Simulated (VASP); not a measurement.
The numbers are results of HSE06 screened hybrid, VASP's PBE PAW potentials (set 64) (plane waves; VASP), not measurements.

Input for VASP

### POSCAR
```
Ga31As32
11.522210
  1.0000000366   0.0000000000   0.0000000000
  0.0000000000   1.0000000366   0.0000000000
  0.0000000000   0.0000000000   1.0000000366
Ga As
31 32
Cartesian
  0.5000313911   0.0005687001   0.0002560267
  0.7492608303   0.2505723914   0.9997440565
  0.7493211001   0.9993029533   0.2510323605
  0.0000046639   0.0000272535   0.0000947783
  0.2508712779   0.2507809905   0.0009146820
  0.5000103638   0.4999612350   0.0003474580
  0.7491919165   0.7493323419   0.0008169824
  0.2508593214   0.0011022651   0.2509789465
  0.5038093621   0.2538711039   0.2539767194
  0.7464054299   0.4964123201   0.2538782357
  0.4999923877   0.0002313388   0.5000631326
  0.7462605312   0.2539440051   0.4964186216
  0.7491199103   0.0008504678   0.7492888930
  0.0000181171   0.4999798534   0.0003488028
  0.2506976231   0.7495171780   0.9996509014
  0.0007793094   0.2507526264   0.2509062015
  0.2534786504   0.5034221645   0.2535008598
  0.4963945347   0.7464784048   0.2536614762
  0.9999244276   0.0004048345   0.5000706085
  0.2535361607   0.2536259850   0.5036713104
  0.7470113114   0.7469674028   0.5033905122
  0.2508675938   0.9993397721   0.7493267687
  0.4963744713   0.2537642287   0.7463993081
  0.7464678066   0.5036255127   0.7465927439
  0.9993397861   0.7494883109   0.2509680133
  0.0000991989   0.4999937959   0.5000877245
  0.2534517667   0.7466087226   0.4965134197
  0.9995304384   0.2507176183   0.7493744140
  0.2536968504   0.4963490966   0.7464729034
  0.5036589679   0.7464681442   0.7466579689
  0.0006834443   0.7493530924   0.7492442193
  0.6254553910   0.1252472487   0.1255802274
  0.8748364100   0.3745462666   0.1254361586
  0.8747476851   0.1253708127   0.3746875395
  0.1251477245   0.1252047060   0.1252100195
  0.3754499333   0.3752577210   0.1264249534
  0.6247259326   0.6246672856   0.1263786263
  0.8748734633   0.8749335812   0.1252548961
  0.3754703852   0.1264438280   0.3754857858
  0.6163496928   0.3838329522   0.3837435697
  0.8740140175   0.6246660490   0.3753770097
  0.6246276613   0.1263488090   0.6246377442
  0.8739216747   0.3753283734   0.6247849199
  0.8748666851   0.1251310014   0.8749626450
  0.1251176224   0.6255164554   0.1253752979
  0.3746471954   0.8751158815   0.1253429193
  0.1262296800   0.3753320647   0.3754349018
  0.3828660175   0.6167792432   0.3831117023
  0.6246001319   0.8739161998   0.3754354817
  0.1252872501   0.1251861906   0.6254676960
  0.3833430600   0.3833263784   0.6164814797
  0.6172853900   0.6173108637   0.6166857296
  0.8749435995   0.8751629791   0.6255365400
  0.3745689292   0.1253421807   0.8748968792
  0.6247051509   0.3752720105   0.8740834124
  0.8748927317   0.6254578684   0.8749848779
  0.1251573700   0.8751283364   0.3746970416
  0.1261651841   0.6246838328   0.6247669462
  0.3754381132   0.8739139928   0.6247321796
  0.1252824486   0.3746000246   0.8750445050
  0.3752917069   0.6246770975   0.8741009861
  0.6253698827   0.8750680310   0.8750284696
  0.1251270498   0.8749497018   0.8749318883
```

**INCAR**
```
! general
SYSTEM    =  Ga31As32
PREC      =  Normal
ENCUT     =  400
LREAL     =  Auto
LASPH     =  .TRUE.
ISYM      =  0

! electronic loop
EDIFF     =  1E-5
NELM      =  50
NELMIN    =  4
ALGO      =  Normal
LMAXMIX   =  4

! smearing
ISMEAR    =  0
SIGMA     =  0.05

! functional
GGA       =  PE
LHFCALC   =  .TRUE.
AEXX      =  0.25
HFSCREEN  =  0.2
PRECFOCK  =  Fast

! spin
ISPIN     =  2
MAGMOM    =  63*0.0476
NUPDOWN   =  3

! ions
ISIF      =  0

! output
LWAVE     =  .FALSE.
LCHARG    =  .FALSE.
LORBIT    =  10
```

**KPOINTS**
```
Automatic mesh
0
Gamma
1 1 1
0 0 0
```

POTCAR, in this order: Ga As (PBE.64 set). Program: vasp_gam. Read from the step before: WAVECAR.

What VASP printed:

**OUTCAR**
```
 ion  position               nearest neighbor table
   1  0.500  0.001  0.000-  32 2.50  54 2.50  46 2.50  62 2.50
   2  0.749  0.251  1.000-  55 2.49  32 2.49  33 2.50  44 2.50
   3  0.749  0.999  0.251-  49 2.49  34 2.50  32 2.50  38 2.50
   4  0.000  0.000  0.000-  63 2.50  44 2.50  38 2.50  35 2.50
   5  0.251  0.251  0.001-  36 2.49  54 2.50  60 2.50  35 2.50
   6  0.500  0.500  0.000-  36 2.50  37 2.50  55 2.50  61 2.50
   7  0.749  0.749  0.001-  37 2.49  62 2.50  56 2.50  38 2.50
   8  0.251  0.001  0.251-  39 2.49  57 2.50  46 2.50  35 2.50
   9  0.504  0.254  0.254-  40 2.48  39 2.51  36 2.51  32 2.52
  10  0.746  0.496  0.254-  40 2.48  41 2.51  37 2.51  33 2.52
  11  0.500  0.000  0.500-  39 2.50  42 2.50  59 2.50  49 2.50
  12  0.746  0.254  0.496-  40 2.48  43 2.51  42 2.51  34 2.52
  13  0.749  0.001  0.749-  42 2.49  53 2.50  62 2.50  44 2.50
  14  0.000  0.500  0.000-  45 2.50  33 2.50  60 2.50  56 2.50
  15  0.251  0.750  1.000-  61 2.49  46 2.50  45 2.50  63 2.50
  16  0.001  0.251  0.251-  47 2.49  34 2.50  33 2.50  35 2.50
  17  0.253  0.503  0.254-  48 2.48  36 2.51  47 2.51  45 2.52
  18  0.496  0.746  0.254-  48 2.48  49 2.51  37 2.51  46 2.52
  19  1.000  0.000  0.500-  34 2.50  50 2.50  53 2.50  57 2.50
  20  0.254  0.254  0.504-  51 2.48  47 2.51  39 2.51  50 2.52
  21  0.747  0.747  0.503-  52 2.48  49 2.51  41 2.51  53 2.52
  22  0.251  0.999  0.749-  59 2.49  54 2.50  50 2.50  63 2.50
  23  0.496  0.254  0.746-  51 2.48  42 2.51  55 2.51  54 2.52
  24  0.746  0.504  0.747-  52 2.48  43 2.51  55 2.51  56 2.52
...
```

**OSZICAR**
```
       N       E                     dE             d eps       ncg     rms          rms(c)
DAV:   1    -0.304950320909E+03   -0.30495E+03   -0.22133E+01   636   0.125E+01    0.136E+01
DAV:   2    -0.305126066978E+03   -0.17575E+00   -0.76867E-01   682   0.124E+00    0.902E+00
DAV:   3    -0.305079156121E+03    0.46911E-01   -0.96845E-02   706   0.500E-01    0.530E+00
DAV:   4    -0.305059346195E+03    0.19810E-01   -0.45706E-02   698   0.348E-01    0.298E+00
DAV:   5    -0.305053392208E+03    0.59540E-02   -0.97532E-03   737   0.158E-01    0.170E+00
DAV:   6    -0.305050909023E+03    0.24832E-02   -0.14361E-03   729   0.653E-02    0.969E-01
DAV:   7    -0.305050033515E+03    0.87551E-03   -0.69163E-04   697   0.469E-02    0.533E-01
DAV:   8    -0.305049797093E+03    0.23642E-03   -0.28594E-04   690   0.290E-02    0.288E-01
DAV:   9    -0.305049736871E+03    0.60222E-04   -0.71738E-05   665   0.149E-02    0.157E-01
DAV:  10    -0.305049726714E+03    0.10157E-04   -0.30399E-05   434   0.932E-03    0.865E-02
DAV:  11    -0.305049729800E+03   -0.30859E-05   -0.15135E-05   386   0.657E-03
   1 F= -.30504973E+03 E0= -.30504973E+03  d E =-.225176E-12  mag=     3.0000
```

File OUTCAR:
```
------------------------ aborting loop because EDIFF is reached ----------------------------------------
  volume of cell :     1529.70
      direct lattice vectors                 reciprocal lattice vectors
    11.522210421  0.000000000  0.000000000     0.086788903  0.000000000  0.000000000
     0.000000000 11.522210421  0.000000000     0.000000000  0.086788903  0.000000000
     0.000000000  0.000000000 11.522210421     0.000000000  0.000000000  0.086788903
  FREE ENERGIE OF THE ION-ELECTRON SYSTEM (eV)
  ---------------------------------------------------
  free  energy   TOTEN  =      -305.0497297998 eV

  energy  without entropy=     -305.0497297998  energy(sigma->0) =     -305.04972980

  exchange ACFDT corr.  =         0.00000000  see jH, gK, PRB 81, 115126

 total charge

# of ion       s       p       d       tot
------------------------------------------
    1        1.095   1.169   0.131   2.394
    2        1.085   1.181   0.134   2.400
    3        1.085   1.182   0.134   2.401
    4        1.083   1.180   0.134   2.397
    5        1.085   1.182   0.134   2.401
    6        1.082   1.182   0.135   2.399
    7        1.085   1.180   0.134   2.399
    8        1.085   1.181   0.134   2.400
    9        1.089   1.163   0.130   2.382
   10        1.089   1.161   0.130   2.380
   11        1.082   1.183   0.135   2.401
   12        1.089   1.161   0.130   2.380
   13        1.085   1.181   0.134   2.400
   14        1.095   1.168   0.131   2.393
   15        1.085   1.180   0.134   2.399
   16        1.085   1.182   0.134   2.401
   17        1.089   1.164   0.130   2.383
   18        1.089   1.161   0.130   2.379
   19        1.095   1.170   0.131   2.395
   20        1.089   1.164   0.130   2.383
   21        1.089   1.163   0.130   2.382
   22        1.085   1.181   0.134   2.400
   23        1.089   1.161   0.130   2.380
   24        1.089   1.160   0.129   2.378
   25        1.085   1.182   0.134   2.401
   26        1.082   1.183   0.135   2.400
   27        1.089   1.161   0.130   2.379
   28        1.085   1.180   0.134   2.399
   29        1.089   1.160   0.129   2.378
   30        1.089   1.160   0.129   2.378
   31        1.085   1.180   0.134   2.399
   32        1.217   1.605   0.025   2.847
   33        1.217   1.604   0.025   2.846
   34        1.217   1.604   0.025   2.847
   35        1.213   1.615   0.025   2.854
   36        1.210   1.618   0.025   2.853
   37        1.211   1.617   0.025   2.853
   38        1.213   1.615   0.025   2.853
   39        1.210   1.618   0.025   2.853
   40        1.260   1.503   0.023   2.786
   41        1.211   1.617   0.025   2.853
   42        1.211   1.617   0.025   2.853
   43        1.211   1.617   0.025   2.852
   44        1.213   1.614   0.025   2.853
   45        1.217   1.604   0.025   2.846
   46        1.217   1.603   0.025   2.846
   47        1.210   1.618   0.025   2.853
   48        1.259   1.504   0.023   2.786
   49        1.211   1.617   0.025   2.853
   50        1.217   1.604   0.025   2.847
   51        1.260   1.504   0.023   2.786
   52        1.259   1.503   0.023   2.785
   53        1.217   1.604   0.025   2.847
   54        1.217   1.604   0.025   2.847
   55        1.211   1.616   0.025   2.852
   56        1.217   1.603   0.025   2.846
   57        1.217   1.604   0.025   2.846
   58        1.211   1.617   0.025   2.852
   59        1.211   1.617   0.025   2.852
   60        1.217   1.603   0.025   2.846
   61        1.211   1.616   0.025   2.851
   62        1.217   1.603   0.025   2.846
   63        1.213   1.615   0.025   2.853
--------------------------------------------------
tot         72.719  87.469   4.896 165.084

 magnetization (x)

# of ion       s       p       d       tot
------------------------------------------
    1       -0.006   0.012   0.007   0.013
    2       -0.002  -0.000   0.003   0.001
    3       -0.002  -0.000   0.003   0.001
    4       -0.002   0.001   0.003   0.003
    5       -0.002  -0.000   0.003   0.001
    6       -0.001  -0.000   0.001   0.000
    7       -0.002  -0.000   0.003   0.001
    8       -0.002  -0.000   0.003   0.001
    9       -0.004   0.011   0.007   0.014
   10       -0.004   0.011   0.007   0.014
   11       -0.001  -0.000   0.001   0.000
   12       -0.004   0.011   0.007   0.014
   13       -0.002  -0.000   0.003   0.001
   14       -0.006   0.012   0.007   0.013
   15       -0.002  -0.000   0.003   0.001
   16       -0.002  -0.000   0.003   0.001
   17       -0.004   0.011   0.007   0.014
   18       -0.004   0.011   0.007   0.014
   19       -0.006   0.012   0.007   0.013
   20       -0.004   0.011   0.007   0.014
   21       -0.004   0.011   0.007   0.014
   22       -0.002  -0.000   0.003   0.001
...
```
(Selected blocks of OUTCAR.)

The supercell is sampled at Γ alone, which is coarse: total energies, pressure and levels can be off, energies of defects by several tenths of an eV.

The cell is a supercell with a defect, built from GaAs (zinc blende): vac_Ga. The cell's shape comes from a PBE relaxation.
